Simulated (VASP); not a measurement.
# InHClF: harmonic vibrations of a molecule

InHClF, molecule in box, 4 atoms in the cell. PBE, harmonic vibrations; PAW potentials F, In_d, Cl, H (PBE set).

## Input

INCAR.step1:
```
SYSTEM = InHClF
ALGO = Normal
EDIFF = 1E-8
EDIFFG = -0.005
ENCUT = 400
IBRION = 2
ISIF = 2
ISMEAR = 0
ISYM = 0
LASPH = .TRUE.
LCHARG = .FALSE.
LREAL = .FALSE.
LWAVE = .FALSE.
NELM = 100
NSW = 150
POTIM = 0.5
PREC = Accurate
SIGMA = 0.01
```

INCAR.step2, as INCAR.step1 but for:
```
- EDIFFG = -0.005
- IBRION = 2
- ISIF = 2
- NSW = 150
- POTIM = 0.5
+ IBRION = 5
+ NFREE = 2
+ NSW = 1
+ POTIM = 0.015
```

KPOINTS:
```
k-points
0
Gamma
  1 1 1
```

POSCAR.step1:
```
InHClF
1.0
   13.0000000000      0.0000000000      0.0000000000
    0.0000000000     12.0000000000      0.0000000000
    0.0000000000      0.0000000000     12.0000000000
F In Cl H
1 1 1 1
Direct
    0.3763730800      0.4858875000      0.5998541700
    0.4954576900      0.5126208300      0.5062375000
    0.6256269200      0.3923375000      0.5565541700
    0.4951346200      0.6111625000      0.4058125000
```

Commands (each step's output is kept before the next begins):
```
cat potpaw_PBE.64/F/POTCAR potpaw_PBE.64/In_d/POTCAR potpaw_PBE.64/Cl/POTCAR potpaw_PBE.64/H/POTCAR > POTCAR
cp INCAR.step1 INCAR
cp POSCAR.step1 POSCAR
mpirun -np 4 vasp_gam > vasp.out
cp CONTCAR POSCAR
cp INCAR.step2 INCAR
mpirun -np 4 vasp_gam > vasp.out
```

## Result

- Vibrations (cm⁻¹; a negative value is imaginary): 1845, 564, 415, 375, 343, 121
- Zero-point energy (eV): 0.227
- Translations and rotations, which should read zero (cm⁻¹): -8, -5, -1, 1, 2, 22
- Vibrational entropy at 298 K (meV/K): 0.294
- Displaced cells: 24
- Ionic steps, all stages: 43
- Electronic steps, all stages: 790

VASP 6.6.1 took 1103 s on 4 cores (Intel Xeon Platinum 8259CL @ 2.50GHz (Skylake/Cascade Lake)), a shared host.
